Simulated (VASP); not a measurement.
# SiC (F-43m) in VASP: G0W0 quasiparticle levels with PBE

Aim: the G0W0 quasiparticle levels of SiC with PBE.

Program: VASP 6.6.1. These are calculated values, not measurements. Logs are shortened: lines on timing, memory, paths and dates and some standing lists are left out, and cuts for length are marked.

**The experiment to reproduce.**

“Insight into the structural, elastic and electronic properties of a new orthorhombic 6O-SiC polytype”, 2020, pmc:7200658 quotes, for a bulk crystal of SiC: band gap 2.4 eV (indirect).

The runs below are set against these values where they give the same quantity.

## 1. The crystal as given

The structure is cubic, space group F-43m (No. 216). Conventional cell: a = 4.358 Å, b = 4.358 Å, c = 4.358 Å, α = 90.00°, β = 90.00°, γ = 90.00°. Si (site symmetry -43m) is surrounded by 4 C at 1.89 Å. C (site symmetry -43m) is surrounded by 4 Si at 1.89 Å.

## 2. G0W0 quasiparticle levels, PBE

The input, POSCAR:

```
SiC
1.0
    0.0000000000      2.1790000000      2.1790000000
    2.1790000000      0.0000000000      2.1790000000
    2.1790000000      2.1790000000      0.0000000000
Si C
1 1
Direct
    0.0000000000      0.0000000000      0.0000000000
    0.2500000000      0.2500000000      0.2500000000
```

The input, INCAR.step1:

```
PREC = Accurate ; ENCUT = 420
EDIFF = 1E-8 ; ISMEAR = 0
SIGMA = 0.01 ; LREAL = False
LASPH = True ; NELM = 60
ALGO = Normal ; LWAVE = True
LCHARG = False ; GGA = PE
```

The input, INCAR.step2:

```
PREC = Accurate ; ENCUT = 420
EDIFF = 1E-8 ; ISMEAR = 0
SIGMA = 0.01 ; LREAL = False
LASPH = True ; NELM = 1
ALGO = Exact ; LWAVE = True
LCHARG = False ; GGA = PE
NBANDS = 144 ; LOPTICS = True
ISTART = 1
```

The input, INCAR.step3:

```
PREC = Accurate ; ENCUT = 420
EDIFF = 1E-8 ; ISMEAR = 0
SIGMA = 0.01 ; LREAL = False
LASPH = True ; ALGO = EVGW0
LWAVE = False ; LCHARG = False
GGA = PE ; NELMGW = 1
NBANDS = 144 ; ENCUTGW = 200
NOMEGA = 60 ; PRECFOCK = Fast
ISTART = 1 ; NBANDSGW = 12
```

The input, KPOINTS:

```
Automatic mesh
0
Gamma
  6 6 6
```

Potentials or basis: VASP PAW PBE potentials, release 64 (Si_GW, C_GW).

Started as:

```sh
cat potpaw_PBE.64/Si_GW/POTCAR potpaw_PBE.64/C_GW/POTCAR > POTCAR
cp INCAR.step1 INCAR
mpirun -np 1 vasp_std > vasp.out
cp INCAR.step2 INCAR
mpirun -np 1 vasp_std > vasp.out
cp INCAR.step3 INCAR
mpirun -np 1 vasp_std > vasp.out
```

OUTCAR:

```text
PREC = Accurate
   ENCUT = 420
   EDIFF = 1E-8
   ISMEAR = 0
   LREAL = False
   LASPH = True
   GGA = PE
   NELMGW = 1
   ENCUTGW = 200
   PRECFOCK = Fast
   ISTART = 1

 ion  position               nearest neighbor table
   1  0.000  0.000  0.000-   2 1.89   2 1.89   2 1.89   2 1.89
   2  0.250  0.250  0.250-   1 1.89   1 1.89   1 1.89   1 1.89

  LATTYP: Found a face centered cubic cell.
 ALAT       =     4.3580000000

  Lattice vectors:

 A1 = (   0.0000000000,   2.1790000000,   2.1790000000)
 A2 = (   2.1790000000,   0.0000000000,   2.1790000000)
 A3 = (   2.1790000000,   2.1790000000,   0.0000000000)

Analysis of symmetry for initial positions (statically):
=====================================================================
 Subroutine PRICEL returns:
 Original cell was already a primitive cell.

 Routine SETGRP: Setting up the symmetry group for a
 face centered cubic supercell.

 Subroutine GETGRP returns: Found 24 space group operations
 (whereof 24 operations were pure point group operations)
 out of a pool of 48 trial point group operations.

The static configuration has the point symmetry T_d .

Analysis of symmetry for dynamics (positions and initial velocities):
=====================================================================
 Subroutine PRICEL returns:
 Original cell was already a primitive cell.

 Routine SETGRP: Setting up the symmetry group for a
 face centered cubic supercell.

 Subroutine GETGRP returns: Found 24 space group operations
 (whereof 24 operations were pure point group operations)
 out of a pool of 48 trial point group operations.

The dynamic configuration has the point symmetry T_d .

 Subroutine INISYM returns: Found 24 space group operations
 (whereof 24 operations are pure point group operations),
 and found     1 'primitive' translations

----------------------------------------------------------------------------------------

                                     Primitive cell

  volume of cell :      20.6920

  direct lattice vectors                    reciprocal lattice vectors
     0.000000000  2.179000000  2.179000000    -0.229463056  0.229463056  0.229463056
     2.179000000  0.000000000  2.179000000     0.229463056 -0.229463056  0.229463056
     2.179000000  2.179000000  0.000000000     0.229463056  0.229463056 -0.229463056

  length of vectors
     3.081571352  3.081571352  3.081571352     0.397441672  0.397441672  0.397441672

  position of ions in fractional coordinates (direct lattice)
     0.000000000  0.000000000  0.000000000
     0.250000000  0.250000000  0.250000000

  ion indices of the primitive-cell ions
   primitive index   ion index
                 1           1
                 2           2

----------------------------------------------------------------------------------------

 KPOINTS: Automatic mesh

Automatic generation of k-mesh.
 Grid dimensions read from file:
 generate k-points for:    6    6    6

 Generating k-lattice:

  Cartesian coordinates                     Fractional coordinates (reciprocal lattice)
    -0.038243843  0.038243843  0.038243843     0.166666667  0.000000000  0.000000000
     0.038243843 -0.038243843  0.038243843     0.000000000  0.166666667  0.000000000
     0.038243843  0.038243843 -0.038243843     0.000000000  0.000000000  0.166666667

  Length of vectors
     0.066240279  0.066240279  0.066240279

  Shift w.r.t. Gamma in fractional coordinates (k-lattice)
     0.000000000  0.000000000  0.000000000

 Subroutine IBZKPT returns following result:
 ===========================================

 Found     16 irreducible k-points:

 Following reciprocal coordinates:
            Coordinates               Weight
  0.000000  0.000000  0.000000      1.000000
  0.166667  0.000000  0.000000      8.000000
  0.333333  0.000000  0.000000      8.000000
  0.500000  0.000000  0.000000      4.000000
  0.166667  0.166667  0.000000      6.000000
  0.333333  0.166667  0.000000     24.000000
[... 8 lines left out ...]
 -0.333333  0.333333  0.166667     24.000000
 -0.333333  0.500000  0.166667     12.000000
   k-points           NKPTS =     16   k-points in BZ     NKDIM =    216   number of bands    NBANDS=    144
   number of dos      NEDOS =    301   number of ions     NIONS =      2
   total plane-waves  NPLWV =  13824
   dimension x,y,z NGX =    24 NGY =   24 NGZ =   24
   dimension x,y,z NGXF=    48 NGYF=   48 NGZF=   48
   ions per type =               1   1
   NGX,Y,Z   is equivalent  to a cutoff of  12.95, 12.95, 12.95 a.u.
   NGXF,Y,Z  is equivalent  to a cutoff of  25.90, 25.90, 25.90 a.u.
 SYSTEM =  unknown system
   PREC   = accura    normal or accurate (medium, high low for compatibility)
   ISTART =      1    job   : 0-new  1-cont  2-samecut
   ICHARG =      0    charge: 1-file 2-atom 10-const
   ISPIN  =      1    spin polarized calculation?
   LNONCOLLINEAR =      F non collinear calculations
   LSORBIT =      F    spin-orbit coupling
   LASPH  =      T    aspherical Exc in radial PAW
   ENCUT  =  420.0 eV  30.87 Ry    5.56 a.u.   5.15  5.15  5.15*2*pi/ulx,y,z
   NELM   =     60;   NELMIN=  2; NELMDL=  0     # of ELM steps
   EDIFF  = 0.1E-07   stopping-criterion for ELM
   LREAL  =      F    real-space projection
   EDIFFG = 0.1E-06   stopping-criterion for IOM
   NSW    =      0    number of steps for IOM
   IBRION =     -1    ionic relax: 0-MD 1-quasi-New 2-CG
   NFREE  =      0    steps in history (QN), initial steepest desc. (CG)
   ISIF   =      0    stress and relaxation
   ISYM   =      3    0-nonsym 1-usesym 2-fastsym
   POTIM  = 0.5000    time-step for ionic-motion
   TEBEG  =    0.0;   TEEND  =   0.0 temperature during run
   PSTRESS=    0.0 pullay stress
   NELECT =       8.0000    total number of electrons
   NUPDOWN=      -1.0000    fix difference up-down
   EMIN   =  10.00;   EMAX   =-10.00  energy-range for DOS
   EFERMI =   0.00;   METHOD = LEGACY
   ISMEAR =     0;   SIGMA  =   0.01  broadening in eV -4-tet -1-fermi 0-gaus
   EFERMI_NEDOS =   21; number of points for ismear=-14 and -15
   IALGO  =     38    algorithm
   IMIX   =      4    mixing-type and parameters
     AMIX     =   0.40;   BMIX     =  1.00
     AMIX_MAG =   1.60;   BMIX_MAG =  1.00
  volume/ion in A,a.u.               =      10.35        69.82
  Fermi-wavevector in a.u.,A,eV,Ry     =   1.192626  2.253736 19.352338  1.422357
  Thomas-Fermi vector in A             =   2.328660
   LORBIT       =      0    0 simple, 1 ext, 2 COOP (PROOUT), +10 PAW based schemes
   GGA     = PE    functional components
   LHFCALC =     T    Hartree Fock is set to
   PRECFOCK=fast      Normal, Fast or Accurate (Low or Medium for compatibility)
   ENCUT4O =  -1.0   cutoff for four orbital integrals eV
   NKREDX  =     1    reduce k-point grid by
   NKREDY  =     1    reduce k-point grid by
   NKREDZ  =     1    reduce k-point grid by
   AEXX    =    1.0000 exact exchange contribution
   HFSCREEN=    0.0000 screening length (either q_TF or 0.3 A-1)
   HFSCREENC=   0.0000 screening length for correlation (either q_TF or 0.3 A-1)
   ENCUTFOCK=  -1.0 apply spherical cutoff to Coloumb kernel
   IVDW    =     0    specifies the selected vdW correction
   LEPSILON=     F    determine dielectric tensor
   LRPA    =     F    only Hartree local field effects (RPA)
   LRPAFORCE           =     F    calculate RPA forces
   ENCUTGW             = 200.0    cutoff for response function in eV
   ENCUTGWSOFT         = 160.0    soft cutoff for Coulomb kernel in GW response function in eV
   ENCUTLF             =  -1.0    cutoff for local field effects
   NELMGW              =     1    number of iterations in solving QP/BSE equation
   NELMHF              =     1    number of iterations in the inner HF iteration
   NKREDLFX            =     1    NKREDLFY  =   1   NKREDLFZ  =   1
 non-spin polarized calculation
 Gauss-broadening in eV      SIGMA  =   0.01
  energy-cutoff  :      420.00
  volume of cell :       20.69
 maximum number of plane-waves:       419
 NGX is ok and might be reduce to    24
  NGX = 12; NGY = 12; NGZ = 12
   NGX = 11   NGY = 11   NGZ = 11
 maximum number of plane-waves:       138

 QP shifts <psi_nk| G(iteration)W_0 |psi_nk>: iteration 1
 for sc-GW calculations column KS-energies equals QP-energies in previous step
 and V_xc(KS)=  KS-energies - (<T + V_ion + V_H > + <T+V_H+V_ion>^1  + <V_x>^1)

 k-point   1 :       0.0000    0.0000    0.0000
  band No.  KS-energies  QP-energies   sigma(KS)   V_xc(KS)     V^pw_x(r,r')   Z            occupation Imag(sigma)

      1      -7.6352      -8.7689     -14.3190     -12.7388     -21.6953       0.7175       2.0000       1.3594
      2       7.7809       7.0521     -15.7337     -14.8075     -17.4254       0.7869       2.0000       0.0455
      3       7.7809       7.0521     -15.7337     -14.8075     -17.4254       0.7869       2.0000       0.0455
      4       7.7809       7.0521     -15.7337     -14.8075     -17.4254       0.7869       2.0000       0.0455
      5      14.0004      14.3909     -12.6814     -13.1839      -7.3975       0.7771       0.0000      -0.0919
      6      15.0734      15.5613     -10.9274     -11.5447      -5.7580       0.7905       0.0000      -0.0877
      7      15.0734      15.5613     -10.9274     -11.5447      -5.7580       0.7905       0.0000      -0.0877
      8      15.0734      15.5613     -10.9274     -11.5447      -5.7580       0.7905       0.0000      -0.0877
      9      22.2674      22.8166     -10.7229     -11.4249      -4.5111       0.7823       0.0000      -0.2637
     10      22.2674      22.8166     -10.7229     -11.4249      -4.5111       0.7823       0.0000      -0.2637
     11      24.2322      24.4175      -9.5528      -9.7925      -2.9124       0.7734       0.0000      -0.4124
     12      25.0384      25.2405     -10.0044     -10.2668      -2.9599       0.7699       0.0000      -0.7114

 k-point   2 :       0.1667    0.0000    0.0000
  band No.  KS-energies  QP-energies   sigma(KS)   V_xc(KS)     V^pw_x(r,r')   Z            occupation Imag(sigma)
[... 225 lines left out ...]
      1      -2.4487      -3.4705     -15.8644     -14.4539     -21.9193       0.7245       2.0000       0.6204
      2       0.4859      -0.5032     -14.0074     -12.6635     -18.0516       0.7360       2.0000       0.2479
      3       3.2700       2.3034     -14.1412     -12.8642     -17.0632       0.7569       2.0000       0.0906
      4       3.3938       2.4580     -13.7203     -12.4926     -16.3915       0.7622       2.0000       0.0795
      5      11.7663      12.0570     -11.3536     -11.7179      -6.9021       0.7980       0.0000      -0.0698
      6      14.8623      15.3221     -11.1289     -11.7058      -6.0841       0.7971       0.0000      -0.0827
      7      18.5990      19.0782     -11.3686     -11.9982      -4.9219       0.7611       0.0000      -0.2180
      8      19.9806      20.5961     -12.1528     -12.9596      -5.7175       0.7629       0.0000      -0.2188
      9      21.9427      22.5175     -12.1491     -12.9299      -4.6038       0.7363       0.0000      -0.4152
     10      25.4719      25.9207     -11.2341     -11.8243      -3.7848       0.7604       0.0000      -0.6049
     11      28.9053      29.6272     -12.2709     -13.2271      -4.4945       0.7550       0.0000      -0.8040
     12      31.8595      32.2952     -11.9567     -12.5269      -4.0112       0.7643       0.0000      -1.1834
```

It took 2.3 min on 1 thread of Intel Xeon 6975P-C (Granite Rapids), shared host; peak memory 0.46 GiB.

What came out:

```
Band gap on the k mesh, mean-field level : 1.34 eV, indirect (least direct gap 4.53 eV)
Quasiparticle gap                        : 2.23 eV
Least direct quasiparticle gap           : 5.62 eV
```

Caveat: bands, screening cutoff and mesh are small and nothing is extrapolated, so the quasiparticle values aren't converged.

## 3. Against experiment

Step 2. A measured gap of SiC is 2.4 eV (indirect; quoted in “Insight into the structural, elastic and electronic properties of a new orthorhombic 6O-SiC polytype”, 2020, pmc:7200658); the calculated 2.23 eV misses it by -0.17 eV. The value is that of G0W0 on PBE, without temperature or zero-point motion.
